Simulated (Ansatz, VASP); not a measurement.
# One calculation of La3Pb, two programs

```
CELL_PARAMETERS angstrom
4.91615 0.00000 0.00000
0.00000 4.91615 0.00000
0.00000 0.00000 4.91615
ATOMIC_POSITIONS crystal
La 0.50000 0.50000 0.00000
La 0.00000 0.50000 0.50000
La 0.50000 0.00000 0.50000
Pb 0.00000 0.00000 0.00000
```

Alike in both runs: functional LDA; k mesh 4 × 4 × 4; occupations methfessel-paxton of order 1, width 0.05 eV; no spin polarisation.

Ansatz relaxed the structure, and its values are those at the end. VASP's run is a single point on that final structure, the one shown.

|  | VASP | Ansatz |
| --- | --- | --- |
| version | VASP 6.6.1 | Ansatz 0.2.0 |
| potentials or method | VASP PAW LDA potentials, release 64 (La, Pb_d) | plane waves, PAW |
| plane-wave cutoff (eV) | 520 | 558 |
| valence electrons in the cell | 47 | 47 |

|  | VASP | Ansatz | Ansatz less VASP |
| --- | --- | --- | --- |
| pressure (GPa) | 0.0 | 0.0 | +0.04 |

Spin-orbit coupling is left out, which matters for the levels of La, Pb.
